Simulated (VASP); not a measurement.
# CsOs (R-3m) in VASP: relaxation of cell and atoms with PBE

Aim: the relaxation of cell and atoms of CsOs with PBE.

Program: VASP 6.6.1. These are calculated values, not measurements. Logs are shortened: lines on timing, memory, paths and dates and some standing lists are left out, and cuts for length are marked.

## Step 1: The structure

Symmetry: R-3m, No. 166, trigonal system. Conventional cell: a = 3.078 Å, b = 3.078 Å, c = 18.453 Å, α = 90.00°, β = 90.00°, γ = 120.00°. Cs (site symmetry -3m) has 6 Cs at 3.08 Å as nearest neighbours. Around Os (site symmetry -3m) lie 6 Os at 3.08 Å.

The cell was built by a generator and needn't be a form met in nature.

## Step 2: Relaxation of cell and atoms, PBE

INCAR

```
SYSTEM = CsOs
ALGO = Fast ; EDIFF = 1E-7
EDIFFG = -0.005 ; ENCUT = 600
GGA = PE ; IBRION = 2
ISIF = 3 ; ISMEAR = 1
LASPH = .True. ; LCHARG = .False.
LREAL = .False. ; LWAVE = .False.
NELM = 60 ; NSW = 60
PREC = Accurate ; SIGMA = 0.1
```

KPOINTS

```
k-points
0
Gamma
  10 10 10
  0 0 0
```

POSCAR

```
CsOs
1.0
    1.5388200000      0.8884400000      6.1509100000
   -1.5388200000      0.8884400000      6.1509100000
    0.0000000000     -1.7768800000      6.1509100000
Cs Os
1 1
Direct
    0.5000000000      0.5000000000      0.5000000000
    0.0000000000      0.0000000000      0.0000000000
```

Potentials or basis: VASP PAW PBE potentials, release 64 (Cs_sv, Os).

Started as:

```bash
> cat potpaw_PBE.64/Cs_sv/POTCAR potpaw_PBE.64/Os/POTCAR > POTCAR
> mpirun -np 1 vasp_std > vasp.out
```

OUTCAR:

```text
SYSTEM = CsOs
   EDIFF = 1E-7
   EDIFFG = -0.005
   ENCUT = 600
   GGA = PE
   IBRION = 2
   ISIF = 3
   ISMEAR = 1
   LASPH = .True.
   LREAL = .False.
   NELM = 60
   NSW = 60
   PREC = Accurate

 ion  position               nearest neighbor table
   1  0.500  0.500  0.500-
   2  0.000  0.000  0.000-

  LATTYP: Found a trigonal (rhomboedric) cell.
 ALAT       =     6.4024203591
 COS(alpha) =     0.8844636667

  Lattice vectors:

 A1 = (   1.5388200000,   0.8884400000,   6.1509100000)
 A2 = (  -1.5388200000,   0.8884400000,   6.1509100000)
 A3 = (   0.0000000000,  -1.7768800000,   6.1509100000)

Analysis of symmetry for initial positions (statically):
=====================================================================
 Subroutine PRICEL returns:
 Original cell was already a primitive cell.

 Routine SETGRP: Setting up the symmetry group for a
 trigonal (rhombohedral) supercell.

 Subroutine GETGRP returns: Found 12 space group operations
 (whereof 12 operations were pure point group operations)
 out of a pool of 12 trial point group operations.

The static configuration has the point symmetry D_3d.

Analysis of symmetry for dynamics (positions and initial velocities):
=====================================================================
 Subroutine PRICEL returns:
 Original cell was already a primitive cell.

 Routine SETGRP: Setting up the symmetry group for a
 trigonal (rhombohedral) supercell.

 Subroutine GETGRP returns: Found 12 space group operations
 (whereof 12 operations were pure point group operations)
 out of a pool of 12 trial point group operations.

The dynamic configuration has the point symmetry D_3d.

 Subroutine INISYM returns: Found 12 space group operations
 (whereof 12 operations are pure point group operations),
 and found     1 'primitive' translations

----------------------------------------------------------------------------------------

                                     Primitive cell

  volume of cell :      50.4553

  direct lattice vectors                    reciprocal lattice vectors
     1.538820000  0.888440000  6.150910000     0.324924293  0.187594735  0.054192523
    -1.538820000  0.888440000  6.150910000    -0.324924293  0.187594735  0.054192523
     0.000000000 -1.776880000  6.150910000     0.000000000 -0.375189471  0.054192523

  length of vectors
     6.402420359  6.402420359  6.402421133     0.379083645  0.379083645  0.379083063

  position of ions in fractional coordinates (direct lattice)
     0.500000000  0.500000000  0.500000000
     0.000000000  0.000000000  0.000000000

  ion indices of the primitive-cell ions
   primitive index   ion index
                 1           1
                 2           2

----------------------------------------------------------------------------------------

 KPOINTS: k-points

Automatic generation of k-mesh.
 Grid dimensions read from file:
 generate k-points for:   10   10   10

 Generating k-lattice:

  Cartesian coordinates                     Fractional coordinates (reciprocal lattice)
     0.032492429  0.018759474  0.005419252     0.100000000 -0.000000000  0.000000000
    -0.032492429  0.018759474  0.005419252    -0.000000000  0.100000000  0.000000000
     0.000000000 -0.037518947  0.005419252     0.000000000  0.000000000  0.100000000

  Length of vectors
     0.037908365  0.037908365  0.037908306

  Shift w.r.t. Gamma in fractional coordinates (k-lattice)
     0.000000000  0.000000000  0.000000000

 Subroutine IBZKPT returns following result:
 ===========================================

 Found    116 irreducible k-points:

 Following reciprocal coordinates:
            Coordinates               Weight
  0.000000  0.000000  0.000000      1.000000
  0.100000  0.000000  0.000000      6.000000
  0.200000  0.000000  0.000000      6.000000
  0.300000  0.000000  0.000000      6.000000
  0.400000  0.000000 -0.000000      6.000000
  0.500000 -0.000000  0.000000      3.000000
[... 16 lines left out ...]
  0.300000  0.300000  0.000000      6.000000
  0.400000  0.300000  0.000000     12.000000
 [... further k-points ...]
   k-points           NKPTS =    116   k-points in BZ     NKDIM =    116   number of bands    NBANDS=     12
   number of dos      NEDOS =    301   number of ions     NIONS =      2
   total plane-waves  NPLWV = 157464
   dimension x,y,z NGX =    54 NGY =   54 NGZ =   54
   dimension x,y,z NGXF=   108 NGYF=  108 NGZF=  108
   ions per type =               1   1
   NGX,Y,Z   is equivalent  to a cutoff of  14.02, 14.02, 14.02 a.u.
   NGXF,Y,Z  is equivalent  to a cutoff of  28.04, 28.04, 28.04 a.u.
 SYSTEM =  CsOs
   PREC   = accura    normal or accurate (medium, high low for compatibility)
   ISTART =      0    job   : 0-new  1-cont  2-samecut
   ICHARG =      2    charge: 1-file 2-atom 10-const
   ISPIN  =      1    spin polarized calculation?
   LNONCOLLINEAR =      F non collinear calculations
   LSORBIT =      F    spin-orbit coupling
   LASPH  =      T    aspherical Exc in radial PAW
   ENCUT  =  600.0 eV  44.10 Ry    6.64 a.u.  12.79 12.79 12.79*2*pi/ulx,y,z
   NELM   =     60;   NELMIN=  2; NELMDL= -5     # of ELM steps
   EDIFF  = 0.1E-06   stopping-criterion for ELM
   LREAL  =      F    real-space projection
   EDIFFG = -.5E-02   stopping-criterion for IOM
   NSW    =     60    number of steps for IOM
   IBRION =      2    ionic relax: 0-MD 1-quasi-New 2-CG
   NFREE  =      1    steps in history (QN), initial steepest desc. (CG)
   ISIF   =      3    stress and relaxation
   ISYM   =      2    0-nonsym 1-usesym 2-fastsym
   POTIM  = 0.5000    time-step for ionic-motion
   TEBEG  =    0.0;   TEEND  =   0.0 temperature during run
   PSTRESS=    0.0 pullay stress
   NELECT =      17.0000    total number of electrons
   NUPDOWN=      -1.0000    fix difference up-down
   EMIN   =  10.00;   EMAX   =-10.00  energy-range for DOS
   EFERMI =   0.00;   METHOD = LEGACY
   ISMEAR =     1;   SIGMA  =   0.10  broadening in eV -4-tet -1-fermi 0-gaus
   EFERMI_NEDOS =   21; number of points for ismear=-14 and -15
   IALGO  =     68    algorithm
   IMIX   =      4    mixing-type and parameters
     AMIX     =   0.40;   BMIX     =  1.00
     AMIX_MAG =   1.60;   BMIX_MAG =  1.00
  volume/ion in A,a.u.               =      25.23       170.24
  Fermi-wavevector in a.u.,A,eV,Ry     =   1.139171  2.152721 17.656427  1.297711
  Thomas-Fermi vector in A             =   2.275875
   LORBIT       =      0    0 simple, 1 ext, 2 COOP (PROOUT), +10 PAW based schemes
   GGA     = PE    functional components
   LHFCALC =     F    Hartree Fock is set to
   AEXX    =    0.0000 exact exchange contribution
   IVDW    =     0    specifies the selected vdW correction
   LEPSILON=     F    determine dielectric tensor
   LRPA    =     F    only Hartree local field effects (RPA)
 conjugate gradient relaxation of ions
 non-spin polarized calculation
 RMM-DIIS sequential band-by-band and
 Methfessel and Paxton  Order N= 1 SIGMA  =   0.10
  energy-cutoff  :      600.00
  volume of cell :       50.46
 maximum number of plane-waves:      1700
 NGX is ok and might be reduce to    54
   NGX = 25   NGY = 25   NGZ = 25

--------------------------------------- Ionic step        1  -------------------------------------------

 number of electron      17.0000001 magnetization

 Free energy of the ion-electron system (eV)
  ---------------------------------------------------
  ext. energy  EPLUGINS =         0.00000000
  ---------------------------------------------------
  free energy    TOTEN  =        -7.57559722 eV

  energy without entropy =       -7.57468606  energy(sigma->0) =       -7.57529350

------------------------ aborting loop because EDIFF is reached ----------------------------------------

  FORCE on cell =-STRESS in cart. coord.  units (eV):
  Direction    XX          YY          ZZ          XY          YZ          ZX
  --------------------------------------------------------------------------------------
  -------------------------------------------------------------------------------------
  Total        0.3033087      0.3033100      0.0351260     -0.0000000      0.0000000      0.0000000
  in kB        9.6313887      9.6314290      1.1154068     -0.0000000      0.0000000      0.0000000
  external PRESSURE =       6.7927415 kB  Pullay stress =       0.0000000 kB

 VOLUME and BASIS-vectors are now :
 -----------------------------------------------------------------------------
  energy-cutoff  :      600.00
  volume of cell :       50.46
      direct lattice vectors                 reciprocal lattice vectors
     1.538820000  0.888440000  6.150910000     0.324924293  0.187594735  0.054192523
    -1.538820000  0.888440000  6.150910000    -0.324924293  0.187594735  0.054192523
     0.000000000 -1.776880000  6.150910000     0.000000000 -0.375189471  0.054192523
[... 109 lines left out ...]
 POSITION                                       TOTAL-FORCE (eV/Angst)
 -----------------------------------------------------------------------------------
     -0.00000      0.00000      9.23091        -0.000000     -0.000000     -0.000000
     -0.00000      0.00000      0.00000         0.000000      0.000000      0.000000
 -----------------------------------------------------------------------------------
    total drift:                                0.000000      0.000000     -0.000000

  FREE ENERGIE OF THE ION-ELECTRON SYSTEM (eV)
  ---------------------------------------------------
  free  energy   TOTEN  =        -7.5769192304 eV

  energy  without entropy=       -7.5760797847  energy(sigma->0) =       -7.57663942

--------------------------------------- Ionic step        5  -------------------------------------------

 number of electron      17.0000001 magnetization

 Free energy of the ion-electron system (eV)
  ---------------------------------------------------
  ext. energy  EPLUGINS =         0.00000000
  ---------------------------------------------------
  free energy    TOTEN  =        -7.57693547 eV

  energy without entropy =       -7.57609915  energy(sigma->0) =       -7.57665670

 E-fermi :   4.9118     XC(G=0): -10.8987

 val. band max:        4.9097096727   @ k =   0.5000   0.5000   0.0000
 cond. band min:       4.9166157651   @ k =   0.4000   0.3000   0.3000
 fundamental gap:      0.0069060924
 Fermi energy:         4.9117990550

 k-point     1 :       0.0000    0.0000    0.0000
  band No.  band energies     occupation
      1     -19.7260      2.00000
      2      -6.1033      2.00000
      3      -1.8318      2.00000
      4      -1.8318      2.00000
      5      -0.7489      2.00000
      6       3.1713      2.00000
      7       3.8768      2.00000
      8       3.8768      2.00000
      9       5.4810     -0.00000
     10       5.4810     -0.00000
     11       8.1117      0.00000
     12       8.1709      0.00000

 k-point     2 :       0.1000    0.0000    0.0000
  band No.  band energies     occupation
      1     -19.5849      2.00000
      2      -5.9746      2.00000
      3      -2.7587      2.00000
      4      -2.0535      2.00000
      5      -0.4435      2.00000
      6       3.2935      2.00000
      7       3.7281      2.00000
      8       4.0782      2.00000
      9       5.1032     -0.02088
     10       5.4420     -0.00000
     11       8.3465      0.00000
     12       8.6486      0.00000
[... 316 lines left out ...]
 k-point    24 :       0.4000    0.3000    0.0000
  band No.  band energies     occupation
      1     -18.2408      2.00000
      2      -7.4955      2.00000
      3      -4.7381      2.00000
      4      -3.9592      2.00000
      5       1.7425      2.00000
      6       3.0495      2.00000
      7       3.6656      2.00000
      8       4.0578      2.00000
      9       4.8660      1.69255
     10       6.3308     -0.00000
     11       7.0220      0.00000
     12       7.7721      0.00000

 [... further k-points ...]
[... 5 lines left out ...]
  --------------------------------------------------------------------------------------
  -------------------------------------------------------------------------------------
  Total        0.0052910      0.0052911     -0.0001043      0.0000000      0.0000000     -0.0000000
  in kB        0.1666144      0.1666151     -0.0032844      0.0000000      0.0000000     -0.0000000
  external PRESSURE =       0.1099817 kB  Pullay stress =       0.0000000 kB

 VOLUME and BASIS-vectors are now :
 -----------------------------------------------------------------------------
  energy-cutoff  :      600.00
  volume of cell :       50.88
      direct lattice vectors                 reciprocal lattice vectors
     1.545518729  0.892307537  6.148926261     0.323515976  0.186781642  0.054210007
    -1.545518729  0.892307537  6.148926261    -0.323515976  0.186781642  0.054210007
     0.000000000 -1.784615075  6.148926261     0.000000000 -0.373563283  0.054210007

 POSITION                                       TOTAL-FORCE (eV/Angst)
 -----------------------------------------------------------------------------------
      0.00000      0.00000      9.22339        -0.000000      0.000000     -0.000000
      0.00000     -1.78462      6.14893         0.000000     -0.000000      0.000000
 -----------------------------------------------------------------------------------
    total drift:                                0.000000      0.000000     -0.000000

  FREE ENERGIE OF THE ION-ELECTRON SYSTEM (eV)
  ---------------------------------------------------
  free  energy   TOTEN  =        -7.5769354725 eV

  energy  without entropy=       -7.5760991467  energy(sigma->0) =       -7.57665670

 reached required accuracy - stopping structural energy minimisation
```

It took 10 min on 1 thread of Intel Xeon 6975P-C (Granite Rapids), shared host; peak memory 0.51 GiB.

What came out:

```yaml
Free_energy: -7.5769 eV
Relaxed_volume: 25.44 Å³/atom
Relaxed_cell: a = 6.403 Å, b = 6.403 Å, c = 6.403 Å, α = 27.94°, β = 27.94°, γ = 27.94°
Space_group_after_relaxing_to_0.05_Å: R-3m (No. 166)
Energy_gained_by_relaxing: 0.7 meV/atom
Ionic_steps: 5
Pressure_after_relaxing: 0.0 GPa
Band_gap_on_the_k_mesh: none (metal or under the smearing width)
```

Step by step:
```tsv
step	energy change (eV)	largest force (eV/Å)	pressure (GPa)	volume (Å³)
1	0.0000	0.0000	0.68	50.46
2	-0.0007	0.0000	-0.50	51.24
3	-0.0013	0.0000	-0.04	50.92
4	-0.0013	0.0000	-0.03	50.91
5	-0.0013	0.0000	0.01	50.88
```

Final structure:
```cif
data_structure
_symmetry_space_group_name_H-M 'P 1'
_symmetry_Int_Tables_number 1
_cell_length_a 6.4027
_cell_length_b 6.4027
_cell_length_c 6.4027
_cell_angle_alpha 27.937
_cell_angle_beta 27.937
_cell_angle_gamma 27.937
_cell_volume 50.88
loop_
_atom_site_label
_atom_site_type_symbol
_atom_site_fract_x
_atom_site_fract_y
_atom_site_fract_z
_atom_site_occupancy
Cs1 Cs 0.50000 0.50000 0.50000 1
Os1 Os 0.00000 0.00000 0.00000 1
```

## Step 3: For comparison

An earlier run on the cell as given: functional PBE; potentials or basis VASP PAW PBE potentials, release 64 (Cs_sv, Os); cutoff 520 eV; k mesh 10 × 10 × 10; occupations fermi-dirac, width 0.05 eV; no spin polarisation.

- Pressure: 0.7 GPa
- Band gap on the k mesh: none (metal or under the smearing width)
